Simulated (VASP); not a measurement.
Computed with PBE GGA, VASP's PBE PAW potentials (set 64) (plane waves; VASP).

VASP ran on this input.

### KPOINTS
```
Automatic
0
gamma
 11 11 11
0 0 0
```

INCAR:
```
! general
SYSTEM  = PdIn
PREC    = Accurate
ENCUT   = 520
LREAL   = F
LASPH   = T   ! aspherical one-centre terms

! electronic loop
EDIFF   = 1E-7   ! SCF stop (eV)
NELM    = 100   ! most electronic steps
ALGO    = Normal   ! blocked Davidson
LMAXMIX = 4   ! l cut-off of mixed one-centre charges

! smearing
ISMEAR  = 1   ! Methfessel-Paxton
SIGMA   = 0.1   ! width (eV)

! functional
GGA     = PE

! ions
ISIF    = 2   ! forces and stress, cell fixed

! output
LWAVE   = F
LCHARG  = F
```

File POSCAR:
```
PdIn
1.0
  3.2754973390   0.0000000000   0.0000000000
  0.0000000000   3.2754973390   0.0000000000
  0.0000000000   0.0000000000   3.2754973390
In Pd
1 1
Cart
  1.6377486695   1.6377486695   1.6377486695
  0.0000000000   0.0000000000   0.0000000000
```

POTCAR, in this order: In_d Pd (PBE.64 set). Program: vasp_std.

The run wrote:

File OUTCAR:
```
 ion  position               nearest neighbor table
   1  0.500  0.500  0.500-   2 2.84   2 2.84   2 2.84   2 2.84   2 2.84   2 2.84   2 2.84   2 2.84
  LATTYP: Found a simple cubic cell.
 ALAT       =     3.2754973390
 Subroutine PRICEL returns:
 Original cell was already a primitive cell.
 Subroutine GETGRP returns: Found 48 space group operations
The static configuration has the point symmetry O_h .
The dynamic configuration has the point symmetry O_h .
 Subroutine INISYM returns: Found 48 space group operations
 Subroutine IBZKPT returns following result:
 Found     56 irreducible k-points:

 Following reciprocal coordinates:
            Coordinates               Weight
  0.000000  0.000000  0.000000      1.000000
  0.090909  0.000000  0.000000      6.000000
  0.181818  0.000000  0.000000      6.000000
  0.272727  0.000000  0.000000      6.000000
  0.363636  0.000000  0.000000      6.000000
  0.454545  0.000000  0.000000      6.000000
  0.090909  0.090909  0.000000     12.000000
  0.181818  0.090909  0.000000     24.000000
  0.272727  0.090909  0.000000     24.000000
  0.363636  0.090909  0.000000     24.000000
...
```

File OSZICAR:
```
       N       E                     dE             d eps       ncg     rms          rms(c)
DAV:   1     0.162560288971E+03    0.16256E+03   -0.11527E+04  1709   0.200E+03
DAV:   2    -0.128845703424E+01   -0.16385E+03   -0.15986E+03  1771   0.413E+02
DAV:   3    -0.881002417324E+01   -0.75216E+01   -0.74863E+01  2108   0.939E+01
DAV:   4    -0.894391089900E+01   -0.13389E+00   -0.13384E+00  2071   0.119E+01
DAV:   5    -0.894956447062E+01   -0.56536E-02   -0.56535E-02  2459   0.213E+00    0.643E+00
DAV:   6    -0.878181085806E+01    0.16775E+00   -0.40920E-01  1967   0.992E+00    0.305E+00
DAV:   7    -0.874697969189E+01    0.34831E-01   -0.72507E-02  2209   0.525E+00    0.133E+00
DAV:   8    -0.874064227232E+01    0.63374E-02   -0.19532E-02  1960   0.144E+00    0.382E-01
DAV:   9    -0.873995302390E+01    0.68925E-03   -0.19128E-03  2205   0.768E-01    0.516E-02
DAV:  10    -0.873995931686E+01   -0.62930E-05   -0.46903E-05  2295   0.108E-01    0.239E-02
DAV:  11    -0.873996085509E+01   -0.15382E-05   -0.51897E-06  1967   0.250E-02    0.300E-03
DAV:  12    -0.873996126533E+01   -0.41024E-06   -0.41953E-07  2158   0.712E-03    0.275E-03
DAV:  13    -0.873996115620E+01    0.10913E-06   -0.23325E-08  1134   0.181E-03    0.578E-04
DAV:  14    -0.873996112109E+01    0.35104E-07   -0.52205E-09  1043   0.975E-04
   1 F= -.87399611E+01 E0= -.87395604E+01  d E =-.120214E-02
```

File OUTCAR:
```
------------------------ aborting loop because EDIFF is reached ----------------------------------------
  FORCE on cell =-STRESS in cart. coord.  units (eV):
  Direction    XX          YY          ZZ          XY          YZ          ZX
  --------------------------------------------------------------------------------------
  Total        0.6986041      0.6986041      0.6986041     -0.0000000     -0.0000000      0.0000000
  in kB       31.8500397     31.8500397     31.8500397     -0.0000000     -0.0000000      0.0000000
  external PRESSURE =      31.8500397 kB  Pullay stress =       0.0000000 kB
  volume of cell :       35.14
      direct lattice vectors                 reciprocal lattice vectors
     3.275497339  0.000000000  0.000000000     0.305297149  0.000000000  0.000000000
     0.000000000  3.275497339  0.000000000     0.000000000  0.305297149  0.000000000
     0.000000000  0.000000000  3.275497339     0.000000000  0.000000000  0.305297149
 POSITION                                       TOTAL-FORCE (eV/Angst)
 -----------------------------------------------------------------------------------
      1.63775      1.63775      1.63775         0.000000      0.000000      0.000000
      0.00000      0.00000      0.00000         0.000000      0.000000      0.000000
 -----------------------------------------------------------------------------------
    total drift:                                0.000000      0.000000     -0.000000
  FREE ENERGIE OF THE ION-ELECTRON SYSTEM (eV)
  ---------------------------------------------------
  free  energy   TOTEN  =        -8.7399611211 eV

  energy  without entropy=       -8.7387589847  energy(sigma->0) =       -8.73956041
```
(Selected blocks of OUTCAR.)

File OUTCAR:
```
 val. band max:       10.4121741654   @ k =   0.4545   0.4545   0.2727

 cond. band min:      10.4263375733   @ k =   0.3636   0.1818   0.1818


 Fermi energy:        10.4152540717

 k-point     1 :       0.0000    0.0000    0.0000
  band No.  band energies     occupation
      1      -4.5207      2.00000
      2      -4.5207      2.00000
      3      -4.1166      2.00000
      4      -4.1166      2.00000
      5      -4.1166      2.00000
      6       0.4055      2.00000
      7       6.6435      2.00000
      8       6.6435      2.00000
      9       8.1781      2.00000
     10       8.1781      2.00000
     11       8.1781      2.00000
     12      14.6569      0.00000
     13      14.6569      0.00000
     14      14.6569      0.00000
     15      19.8332      0.00000

 k-point     2 :       0.0909    0.0000    0.0000
  band No.  band energies     occupation
      1      -4.5162      2.00000
      2      -4.4929      2.00000
      3      -4.1250      2.00000
      4      -4.1250      2.00000
      5      -4.1141      2.00000
      6       0.5364      2.00000
      7       6.6450      2.00000
      8       6.6654      2.00000
      9       8.0805      2.00000
     10       8.0805      2.00000
     11       8.1723      2.00000
     12      13.7612      0.00000
     13      14.9183      0.00000
     14      14.9183      0.00000
     15      20.1812      0.00000

 k-point     3 :       0.1818    0.0000    0.0000
  band No.  band energies     occupation
      1      -4.5041      2.00000
      2      -4.4189      2.00000
      3      -4.1476      2.00000
      4      -4.1476      2.00000
      5      -4.1074      2.00000
      6       0.9279      2.00000
      7       6.6490      2.00000
      8       6.6836      2.00000
      9       7.8411      2.00000
     10       7.8411      2.00000
     11       8.1568      2.00000
     12      12.0922     -0.00000
     13      15.6482      0.00000
     14      15.6482      0.00000
     15      20.3385      0.00000
...
```

Unless said otherwise, spin-orbit coupling is left out, though it shifts the bands of the heavy elements here.

The compound is PdIn in the CsCl type structure. This cell is one point of a volume scan, at 0.97 of the reference volume. The electron count is odd and the run is not spin-polarised, which forces a metal.
